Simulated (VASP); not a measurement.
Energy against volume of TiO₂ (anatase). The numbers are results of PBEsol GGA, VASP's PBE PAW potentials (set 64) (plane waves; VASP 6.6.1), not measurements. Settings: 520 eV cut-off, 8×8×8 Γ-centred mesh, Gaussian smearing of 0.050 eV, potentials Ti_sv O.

Shape and ions are relaxed at each volume.

| V (Å³/atom) | E (eV/atom) |
|---|---|
| 10.650 | -9.34305 |
| 10.990 | -9.36263 |
| 11.330 | -9.36967 |
| 11.670 | -9.36519 |

Task: Fit these four points and predict the energy of the run at 12.010 Å³/atom.

Result: A cubic in V^(−2/3), the third-order Birch-Murnaghan form, passes through the four points with V0 = 11.36 Å³/atom and B0 = 180 GPa, and gives -9.3502 eV/atom there. The run gave -9.3503 eV/atom, -0.1 meV/atom from the fit; all five points give B0 = 179 GPa.

The compound is TiO2 in the anatase structure, one of several forms; rutile is the usual stable one. It was relaxed first.
